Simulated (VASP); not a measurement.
An input for Ansatz (written as the equivalent of a VASP run, and not itself run):

Ansatz 0.2 input:
```yaml
crystal:
  lattice:
    - [0.0000000, 2.9610851, 2.9610851]
    - [2.9610851, 0.0000000, 2.9610851]
    - [2.9610851, 2.9610851, 0.0000000]
  atoms:
    - { symbol: Ba, position: [0.0000000, 1.0000000, 0.0000000] }
    - { symbol: O, position: [0.2500000, 0.2500000, 0.2500000] }
kpoints:
  mp_grid: { grid: [9, 9, 9] }
hamiltonian:
  xc: pbesol
  pseudopotentials: { kind: paw }
scf:
  occupations: { method: tetrahedron }
  max_iter: 100
output: { forces: true, stress: true, eigenvalues: true }
```

Problem. Translate this input to VASP (INCAR, KPOINTS, POSCAR, choice of POTCAR).

Solution. This is not unique; one that fits is 
### INCAR
```
# general
SYSTEM  = BaO
PREC    = Accurate
ENCUT   = 520
LREAL   = F   # projection in real space or not
LASPH   = T

# electronic loop
EDIFF   = 1E-7   # SCF stop (eV)
NELM    = 100   # most electronic steps
ALGO    = Normal
LMAXMIX = 4

# smearing
ISMEAR  = -5

# functional
GGA     = PS   # PBEsol

# ions
ISIF    = 2

# output
LWAVE   = F
LCHARG  = T
LORBIT  = 11   # lm-projected
NEDOS   = 601   # DOS grid
```

**POSCAR**
```
BaO
1
    0.0000000000     2.9610850610     2.9610850610
    2.9610850610    -0.0000000000     2.9610850610
    2.9610850610     2.9610850610    -0.0000000000
Ba O
1 1
Direct
  0.0000000000   1.0000000000   0.0000000000
  0.2500000000   0.2500000000   0.2500000000
```

KPOINTS:
```
Regular mesh
0
gamma
 9 9 9
```

POTCAR, in this order: Ba_sv O (PBE.64 set). Program: vasp_std.

What does not carry over: each code has its own PAW files, so the cut-off isn't converted (ENCUT is set for VASP's; basis.ecutwfc is left out, and Ansatz then takes the one that its files recommend); Ansatz stops its SCF on the density residual and VASP on the energy change (EDIFF).

The structure was generated: BaO was put into the zinc blende type (F-43m), which need not be its known phase. It was relaxed first, which changed the volume by -24 %.
